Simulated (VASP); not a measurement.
Given:

```yaml
crystal:
  lattice:
    - [1.65601, -2.86829, 0.00000]
    - [1.65601, 2.86829, 0.00000]
    - [0.00000, 0.00000, 5.43176]
  atoms:
    - { symbol: Ti, position: [0.00000, 0.00000, 0.00000] }
    - { symbol: S, position: [0.33333, 0.66667, 0.26208] }
    - { symbol: S, position: [0.66667, 0.33333, 0.73792] }
```

Level of theory: LDA (Ceperley-Alder, Perdew-Zunger), VASP's LDA PAW potentials (set 64) (plane waves; VASP). Settings: 400 eV cut-off, 12×12×7 Γ-centred mesh, tetrahedra with Blöchl corrections, potentials Ti_sv S.

The cores are frozen, which limits the accuracy of field gradients.

Question: Give the principal components of the electric field gradient (V/Å²) and the asymmetry η at each nucleus.

Answer: 
```json
[
 {"atom": "Ti1", "Vxx": "12.9", "Vyy": "12.9", "Vzz": "-25.8", "η": "0.00"},
 {"atom": "S2", "Vxx": "1.4", "Vyy": "1.4", "Vzz": "-2.7", "η": "0.00"},
 {"atom": "S3", "Vxx": "1.4", "Vyy": "1.4", "Vzz": "-2.7", "η": "0.00"}
]
```

The compound is TiS2 in the 1T layered structure. It was relaxed first, which changed the volume by -10 %.
